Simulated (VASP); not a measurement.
Level of theory: vdW-DF-cx, VASP's PBE PAW potentials (set 64) (plane waves; VASP 6.6.1).

A VASP calculation is set up with these files.

INCAR:
```
# general
SYSTEM   = WSe2
PREC     = Accurate
ENCUT    = 520
LREAL    = F
LASPH    = T
ICHARG   = 11

# electronic loop
EDIFF    = 1E-7
NELM     = 100
ALGO     = Normal
LMAXMIX  = 6

# smearing
ISMEAR   = 0
SIGMA    = 0.05

# functional
GGA      = CX
LUSE_VDW = T
AGGAC    = 0.0

# output
LWAVE    = F
LCHARG   = F
LORBIT   = 11
```

**POSCAR**
```
WSe2
1
    1.6411266422    -2.8425144008     0.0000000000
    1.6411266422     2.8425144008     0.0000000000
    0.0000000000    -0.0000000000    13.0514214138
W Se
2 4
Direct
  0.3333330000   0.6666670000   0.2500000000
  0.6666670000   0.3333330000   0.7500000000
  0.3333330000   0.6666670000   0.8792009835
  0.6666670000   0.3333330000   0.3792009835
  0.6666670000   0.3333330000   0.1207990165
  0.3333330000   0.6666670000   0.6207990165
```

KPOINTS:
```
k-points along high-symmetry lines
10
Line-mode
Reciprocal
  0.000000   0.000000   0.000000 ! GAMMA
  0.000000   0.500000   0.000000 ! M

  0.000000   0.500000   0.000000 ! M
 -0.333333   0.666667   0.000000 ! K

 -0.333333   0.666667   0.000000 ! K
  0.000000   0.000000   0.000000 ! GAMMA

  0.000000   0.000000   0.000000 ! GAMMA
  0.000000   0.000000   0.500000 ! A

  0.000000   0.000000   0.500000 ! A
  0.000000   0.500000   0.500000 ! L

  0.000000   0.500000   0.500000 ! L
 -0.333333   0.666667   0.500000 ! H

 -0.333333   0.666667   0.500000 ! H
  0.000000   0.000000   0.500000 ! A

  0.000000   0.500000   0.500000 ! L
  0.000000   0.500000   0.000000 ! M

 -0.333333   0.666667   0.500000 ! H
 -0.333333   0.666667   0.000000 ! K
```

POTCAR, in this order: W_sv Se (PBE.64 set). Program: vasp_std. Read from the step before: CHGCAR.

The resulting files:

File OUTCAR:
```
 ion  position               nearest neighbor table
   1  0.333  0.667  0.250-   4 2.54   5 2.54   4 2.54   5 2.54   4 2.54   5 2.54
   2  0.667  0.333  0.750-   3 2.54   6 2.54   3 2.54   6 2.54   3 2.54   6 2.54
   3  0.333  0.667  0.879-   2 2.54   2 2.54   2 2.54
   4  0.667  0.333  0.379-   1 2.54   1 2.54   1 2.54
   5  0.667  0.333  0.121-   1 2.54   1 2.54   1 2.54
   6  0.333  0.667  0.621-   2 2.54   2 2.54   2 2.54
  LATTYP: Found a hexagonal cell.
 ALAT       =     3.2822530028
 C/A-ratio  =     3.9763605678
 Subroutine PRICEL returns:
 Original cell was already a primitive cell.
 Subroutine GETGRP returns: Found 24 space group operations
The static configuration has the point symmetry D_3d.
 The point group associated with its full space group is D_6h.
The dynamic configuration has the point symmetry D_3d.
 Subroutine INISYM returns: Found 24 space group operations
   k-points           NKPTS =     90   k-points in BZ     NKDIM =     90   number of bands    NBANDS=     31
   number of dos      NEDOS =    301   number of ions     NIONS =      6
   total plane-waves  NPLWV =  56448
   dimension x,y,z NGX =    24 NGY =   24 NGZ =   98
   dimension x,y,z NGXF=    48 NGYF=   48 NGZF=  196
   ions per type =               2   4
   PREC   = accura    normal or accurate (medium, high low for compatibility)
   ISTART =      0    job   : 0-new  1-cont  2-samecut
   ICHARG =     11    charge: 1-file 2-atom 10-const
   ISPIN  =      1    spin polarized calculation?
   LNONCOLLINEAR =      F non collinear calculations
   LSORBIT =      F    spin-orbit coupling
   INIWAV =      1    electr: 0-lowe 1-rand  2-diag
   ENCUT  =  520.0 eV  38.22 Ry    6.18 a.u.   6.10  6.10 24.27*2*pi/ulx,y,z
   NELM   =    100;   NELMIN=  2; NELMDL= -5     # of ELM steps
   EDIFF  = 0.1E-06   stopping-criterion for ELM
   LREAL  =      F    real-space projection
   NLSPLINE    = F    spline interpolate recip. space projectors
   LMAXMIX     =    6 max onsite mixed and CHGCAR
   VOSKOWN=      0    Vosko Wilk Nusair interpolation
   EDIFFG = 0.1E-05   stopping-criterion for IOM
   NSW    =      0    number of steps for IOM
   NBLOCK =      1;   KBLOCK =      1    inner block; outer block
...
```

### OSZICAR
```
       N       E                     dE             d eps       ncg     rms          rms(c)
DAV:   1     0.523619640574E+03    0.52362E+03   -0.28648E+04  6300   0.164E+03
DAV:   2     0.282010876066E+01   -0.52080E+03   -0.50942E+03  6643   0.431E+02
DAV:   3    -0.298570808100E+02   -0.32677E+02   -0.32048E+02  7008   0.943E+01
DAV:   4    -0.307762348166E+02   -0.91915E+00   -0.91559E+00  6831   0.155E+01
DAV:   5    -0.307989776914E+02   -0.22743E-01   -0.22729E-01  7272   0.231E+00
DAV:   6    -0.307996166636E+02   -0.63897E-03   -0.63877E-03  7018   0.365E-01
DAV:   7    -0.307996298718E+02   -0.13208E-04   -0.13207E-04  7258   0.599E-02
DAV:   8    -0.307996302825E+02   -0.41079E-06   -0.41075E-06  6620   0.109E-02
DAV:   9    -0.307996302972E+02   -0.14685E-07   -0.14702E-07  4798   0.222E-03
   1 F= -.30799630E+02 E0= -.30799630E+02  d E =-.417349E-22
```

File OUTCAR:
```
 val. band max:        6.0840346676   @ k =  -0.0000   0.0000   0.0000

 cond. band min:       7.0284632192   @ k =  -0.1852   0.3704   0.0000



 k-point     1 :       0.0000    0.0000    0.0000
  band No.  band energies     occupation
      1     -68.1918      2.00000
      2     -68.1918      2.00000
      3     -32.4327      2.00000
      4     -32.4326      2.00000
      5     -32.2913      2.00000
      6     -32.2913      2.00000
      7     -32.2913      2.00000
      8     -32.2913      2.00000
      9      -9.1163      2.00000
     10      -8.8683      2.00000
     11      -7.9675      2.00000
     12      -7.5561      2.00000
     13      -0.9898      2.00000
     14       0.1012      2.00000
     15       2.4663      2.00000
     16       3.5320      2.00000
     17       3.5321      2.00000
     18       3.5485      2.00000
     19       3.5485      2.00000
     20       4.6501      2.00000
     21       4.6501      2.00000
     22       4.7029      2.00000
     23       4.7030      2.00000
     24       4.9604      2.00000
     25       5.0119      2.00000
     26       6.0840      2.00000
     27       8.7919      0.00000
     28       8.8204      0.00000
     29       8.8433      0.00000
     30       8.8492      0.00000
     31       8.8649      0.00000

 k-point     2 :       0.0000    0.0556    0.0000
  band No.  band energies     occupation
      1     -68.1915      2.00000
      2     -68.1915      2.00000
      3     -32.4313      2.00000
      4     -32.4313      2.00000
      5     -32.2986      2.00000
      6     -32.2986      2.00000
      7     -32.2930      2.00000
      8     -32.2930      2.00000
      9      -9.0690      2.00000
     10      -8.8212      2.00000
     11      -7.9409      2.00000
     12      -7.5340      2.00000
     13      -0.9282      2.00000
     14       0.1625      2.00000
     15       2.4250      2.00000
     16       3.3827      2.00000
     17       3.4043      2.00000
     18       3.5766      2.00000
...
```

The density is held fixed in this step, so its total energy and stress have no physical meaning. Unless said otherwise, spin-orbit coupling is left out, though it shifts the bands of the heavy elements here.

The compound is WSe2 in the 2H layered structure. It was relaxed first.
